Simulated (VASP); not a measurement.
Consider the following.

```yaml
crystal:
  lattice:
    - [1.60347, -2.87428, 0.00000]
    - [1.60347, 2.87428, 0.00000]
    - [0.00000, 0.00000, 5.07220]
  atoms:
    - { symbol: Zr, position: [0.33333, 0.66667, 0.25000] }
    - { symbol: Zr, position: [0.67760, 0.34426, 0.75000] }
```

Method: PBE GGA, VASP's PBE PAW potentials (set 64) (plane waves; VASP). Settings: EDIFF = 1E-5, 400 eV cut-off, 12×12×7 Γ-centred mesh, first-order Methfessel-Paxton smearing of 0.10 eV, potentials Zr_sv.

Q: Predict the energy per atom (σ→0), largest force, band gap (on the k-mesh) with the smallest direct gap where there is one.

A: 
```
Item                                                         Value
------------------------  ----------------------------------------
band gap (on the k-mesh)  none (metal, semimetal or under 0.01 eV)
energy per atom (σ→0)                       -821.1 kJ/mol of atoms
largest force                                      0.00257 Ry/bohr
```

Only differences to runs with the same potentials and settings are physical.

The compound is Zr in the hcp structure. The cell was not relaxed at this level, atoms are displaced from their ideal sites. The run is one of a series of settings (EDIFF = 1E-5 against the base run), some of them coarse on purpose.
